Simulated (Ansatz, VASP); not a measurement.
# Lu3TlC: VASP beside Ansatz, part 2 of 3

One calculation is typed for both programs; each brings its own data sets. How far apart do they land? The cell is taken from a series of runs on this material, whose earlier steps may have relaxed, scaled, displaced or heated it; both programs get it as it stands.

VASP 6.6.1 and Ansatz 0.2.0.

So far: Set-up; VASP: zone-centre phonons, PBEsol.

### Step 2. VASP: zone-centre phonons, PBEsol (continued)

Level of this step: PBEsol, 4f electrons in the core; plane waves and PAW (Lu_3, Tl_d, C) (VASP).

From OUTCAR (step 2):

```text
ion  position               nearest neighbor table
   1  0.500  0.000  0.500-   5 2.36   5 2.36   4 3.33   2 3.33   3 3.33   4 3.33   2 3.33   3 3.33
                             3 3.33   3 3.33   2 3.33   4 3.33   4 3.33   2 3.33
   2  0.000  0.500  0.500-   5 2.36   5 2.36   4 3.33   1 3.33   3 3.33   4 3.33   1 3.33   4 3.33
                             4 3.33   1 3.33   3 3.33   3 3.33   3 3.33   1 3.33
   3  0.500  0.500  0.000-   5 2.36   5 2.36   4 3.33   1 3.33   1 3.33   2 3.33   2 3.33   1 3.33
                             4 3.33   1 3.33   2 3.33   4 3.33   2 3.33   4 3.33
   4  0.000  0.000  0.000-   1 3.33   2 3.33   3 3.33   1 3.33   2 3.33   2 3.33   3 3.33   2 3.33
                             1 3.33   3 3.33   1 3.33   3 3.33
   5  0.500  0.500  0.500-   1 2.36   2 2.36   3 2.36   3 2.36   1 2.36   2 2.36

  LATTYP: Found a simple cubic cell.
 ALAT       =     4.7122954400

 Subroutine GETGRP returns: Found 48 space group operations
 (whereof 48 operations were pure point group operations)

The static configuration has the point symmetry O_h .

 Found     35 irreducible k-points:

   k-points           NKPTS =     35   k-points in BZ     NKDIM =     35   number of bands    NBANDS=     28

   dimension x,y,z NGX =    40 NGY =   40 NGZ =   40
   dimension x,y,z NGXF=    80 NGYF=   80 NGZF=   80

   ENCUT  =  600.0 eV  44.10 Ry    6.64 a.u.   9.41  9.41  9.41*2*pi/ulx,y,z

   NELECT =      44.0000    total number of electrons

 k-points in reciprocal lattice and weights: Automatic mesh
   0.00000000  0.00000000  0.00000000       0.002
   0.12500000  0.00000000  0.00000000       0.012
   0.25000000  0.00000000  0.00000000       0.012
   0.37500000  0.00000000  0.00000000       0.012
   0.50000000  0.00000000  0.00000000       0.006
   0.12500000  0.12500000  0.00000000       0.023
   0.25000000  0.12500000  0.00000000       0.047
   0.37500000  0.12500000  0.00000000       0.047
   0.50000000  0.12500000  0.00000000       0.023
[...]
0.50000000  0.50000000  0.37500000       0.012
   0.50000000  0.50000000  0.50000000       0.002

 average (electrostatic) potential at core
       1 -30.1396       2 -30.1396       3 -30.1396       4 -84.3387       5 -48.9081

 POSITION                                       TOTAL-FORCE (eV/Angst)
 -----------------------------------------------------------------------------------
      2.35615      0.00000      2.35615         0.000000      0.000000      0.000000
      0.00000      2.35615      2.35615         0.000000      0.000000      0.000000
      2.35615      2.35615      0.00000         0.000000      0.000000      0.000000
      0.00000      0.00000      0.00000         0.000000      0.000000      0.000000
      2.35615      2.35615      2.35615         0.000000      0.000000      0.000000
 -----------------------------------------------------------------------------------
    total drift:                               -0.000000     -0.000000     -0.000000

 Eigenvectors and eigenvalues of the dynamical matrix
 ----------------------------------------------------

   1 f  =   11.635019 THz    73.104981 2PiTHz  388.102463 cm-1    48.118551 meV
             X         Y         Z           dx          dy          dz
      2.356148  0.000000  2.356148    -0.002206   -0.140453    0.000000
      0.000000  2.356148  2.356148    -0.007943   -0.039014    0.000000
      2.356148  2.356148  0.000000    -0.002206   -0.039014   -0.000000
      0.000000  0.000000  0.000000    -0.002078   -0.036754    0.000000
      2.356148  2.356148  2.356148     0.055774    0.986251    0.000000

   2 f  =   11.635019 THz    73.104981 2PiTHz  388.102463 cm-1    48.118551 meV
             X         Y         Z           dx          dy          dz
      2.356148  0.000000  2.356148     0.000000    0.000000   -0.039076
      0.000000  2.356148  2.356148     0.000000    0.000000   -0.039076
      2.356148  2.356148  0.000000     0.000000    0.000000   -0.140677
      0.000000  0.000000  0.000000     0.000000    0.000000   -0.036812
      2.356148  2.356148  2.356148    -0.000000   -0.000000    0.987826

   3 f  =   11.635019 THz    73.104981 2PiTHz  388.102463 cm-1    48.118551 meV
             X         Y         Z           dx          dy          dz
      2.356148  0.000000  2.356148     0.039014   -0.007943   -0.000000
      0.000000  2.356148  2.356148     0.140453   -0.002206    0.000000
      2.356148  2.356148  0.000000     0.039014   -0.002206   -0.000000
      0.000000  0.000000  0.000000     0.036754   -0.002078    0.000000
      2.356148  2.356148  2.356148    -0.986251    0.055774   -0.000000

   4 f  =    4.365078 THz    27.426594 2PiTHz  145.603330 cm-1    18.052504 meV
             X         Y         Z           dx          dy          dz
      2.356148  0.000000  2.356148    -0.387273    0.297075    0.004678
      0.000000  2.356148  2.356148     0.746605   -0.154097    0.004678
      2.356148  2.356148  0.000000    -0.387273   -0.154097   -0.009019
      0.000000  0.000000  0.000000     0.007473    0.002973   -0.000090
      2.356148  2.356148  2.356148     0.075963    0.030226   -0.000918

   5 f  =    4.365078 THz    27.426594 2PiTHz  145.603330 cm-1    18.052504 meV
             X         Y         Z           dx          dy          dz
      2.356148  0.000000  2.356148     0.024569    0.094853    0.413188
      0.000000  2.356148  2.356148    -0.047365   -0.049201    0.413188
      2.356148  2.356148  0.000000     0.024569   -0.049201   -0.796563
      0.000000  0.000000  0.000000    -0.000474    0.000949   -0.007973
      2.356148  2.356148  2.356148    -0.004819    0.009651   -0.081046

   6 f  =    4.365078 THz    27.426594 2PiTHz  145.603330 cm-1    18.052504 meV
             X         Y         Z           dx          dy          dz
      2.356148  0.000000  2.356148     0.152198    0.740610   -0.054795
      0.000000  2.356148  2.356148    -0.293414   -0.384164   -0.054795
      2.356148  2.356148  0.000000     0.152198   -0.384164    0.105637
      0.000000  0.000000  0.000000    -0.002937    0.007413    0.001057
      2.356148  2.356148  2.356148    -0.029853    0.075353    0.010748

   7 f  =    2.453919 THz    15.418427 2PiTHz   81.853922 cm-1    10.148588 meV
             X         Y         Z           dx          dy          dz
      2.356148  0.000000  2.356148    -0.247151   -0.000000    0.630241
      0.000000  2.356148  2.356148     0.000000   -0.204236   -0.630241
      2.356148  2.356148  0.000000     0.247151    0.204236    0.000000
      0.000000  0.000000  0.000000    -0.000000    0.000000    0.000000
      2.356148  2.356148  2.356148     0.000000   -0.000000   -0.000000

   8 f  =    2.453919 THz    15.418427 2PiTHz   81.853922 cm-1    10.148588 meV
             X         Y         Z           dx          dy          dz
      2.356148  0.000000  2.356148     0.191159   -0.000000   -0.140874
      0.000000  2.356148  2.356148     0.000000   -0.666042    0.140874
      2.356148  2.356148  0.000000    -0.191159    0.666042   -0.000000
      0.000000  0.000000  0.000000    -0.000000    0.000000   -0.000000
      2.356148  2.356148  2.356148     0.000000   -0.000000    0.000000

   9 f  =    2.453919 THz    15.418427 2PiTHz   81.853922 cm-1    10.148588 meV
             X         Y         Z           dx          dy          dz
      2.356148  0.000000  2.356148     0.634330   -0.000000    0.288011
      0.000000  2.356148  2.356148     0.000000    0.121140   -0.288011
      2.356148  2.356148  0.000000    -0.634330   -0.121140    0.000000
      0.000000  0.000000  0.000000     0.000000    0.000000    0.000000
      2.356148  2.356148  2.356148     0.000000   -0.000000   -0.000000

  10 f  =    2.319726 THz    14.575271 2PiTHz   77.377747 cm-1     9.593614 meV
             X         Y         Z           dx          dy          dz
      2.356148  0.000000  2.356148    -0.170878   -0.258249    0.006488
      0.000000  2.356148  2.356148    -0.179987   -0.245178    0.006488
      2.356148  2.356148  0.000000    -0.170878   -0.245178    0.006834
      0.000000  0.000000  0.000000     0.485330    0.696359   -0.018427
      2.356148  2.356148  2.356148    -0.021065   -0.030224    0.000800

  11 f  =    2.319726 THz    14.575271 2PiTHz   77.377747 cm-1     9.593614 meV
             X         Y         Z           dx          dy          dz
      2.356148  0.000000  2.356148    -0.018227    0.021677    0.297654
      0.000000  2.356148  2.356148    -0.019199    0.020580    0.297654
      2.356148  2.356148  0.000000    -0.018227    0.020580    0.313522
      0.000000  0.000000  0.000000     0.051770   -0.058452   -0.845401
      2.356148  2.356148  2.356148    -0.002247    0.002537    0.036693

  12 f  =    2.319726 THz    14.575271 2PiTHz   77.377747 cm-1     9.593614 meV
             X         Y         Z           dx          dy          dz
      2.356148  0.000000  2.356148     0.244586   -0.178808    0.026715
      0.000000  2.356148  2.356148     0.257625   -0.169758    0.026715
      2.356148  2.356148  0.000000     0.244586   -0.169758    0.028139
      0.000000  0.000000  0.000000    -0.694676    0.482149   -0.075876
      2.356148  2.356148  2.356148     0.030151   -0.020927    0.003293

  13 f/i=    0.005486 THz     0.034470 2PiTHz    0.182998 cm-1     0.022689 meV
             X         Y         Z           dx          dy          dz
      2.356148  0.000000  2.356148    -0.002746   -0.033758   -0.483967
      0.000000  2.356148  2.356148    -0.002746   -0.033762   -0.483967
      2.356148  2.356148  0.000000    -0.002746   -0.033762   -0.483916
      0.000000  0.000000  0.000000    -0.002983   -0.036677   -0.525762
      2.356148  2.356148  2.356148    -0.000719   -0.008845   -0.126797

  14 f/i=    0.005486 THz     0.034470 2PiTHz    0.182998 cm-1     0.022689 meV
             X         Y         Z           dx          dy          dz
      2.356148  0.000000  2.356148     0.038978    0.482344   -0.033873
      0.000000  2.356148  2.356148     0.038974    0.482394   -0.033873
      2.356148  2.356148  0.000000     0.038978    0.482394   -0.033870
      0.000000  0.000000  0.000000     0.042344    0.524054   -0.036798
      2.356148  2.356148  2.356148     0.010212    0.126385   -0.008875

  15 f/i=    0.005486 THz     0.034470 2PiTHz    0.182998 cm-1     0.022689 meV
             X         Y         Z           dx          dy          dz
      2.356148  0.000000  2.356148    -0.483574    0.039071    0.000018
      0.000000  2.356148  2.356148    -0.483524    0.039075    0.000018
      2.356148  2.356148  0.000000    -0.483574    0.039075    0.000018
      0.000000  0.000000  0.000000    -0.525336    0.042449    0.000019
      2.356148  2.356148  2.356148    -0.126695    0.010237    0.000005

 ELASTIC MODULI CONTR FROM IONIC RELAXATION (kBar)
 Direction    XX          YY          ZZ          XY          YZ          ZX
 --------------------------------------------------------------------------------
 XX           0.0000      0.0000      0.0000      0.0000      0.0000      0.0000
 YY           0.0000      0.0000      0.0000      0.0000      0.0000      0.0000
 ZZ           0.0000      0.0000      0.0000      0.0000      0.0000      0.0000
 XY           0.0000      0.0000      0.0000      0.0000      0.0000      0.0000
 YZ           0.0000      0.0000      0.0000      0.0000      0.0000      0.0000
 ZX           0.0000      0.0000      0.0000      0.0000      0.0000      0.0000
 --------------------------------------------------------------------------------
```

The data set Lu_3 holds the 4f electrons frozen in the core, so no f bands or f moments appear.

(Part 2 of 3 ends here.)

[Lines on the potential files, build, host, timing and source positions are cut from VASP's logs without a mark.]

[Logs are printed without paths, hosts, clocks, repeated set-up lines and the standing remarks that a program may print on its own settings, such as how far it seeks lower states.]

[Hosts, paths, dates, database ids (printed as entryN), source tags and the programs' standing remarks are cut or masked in the printed files.]
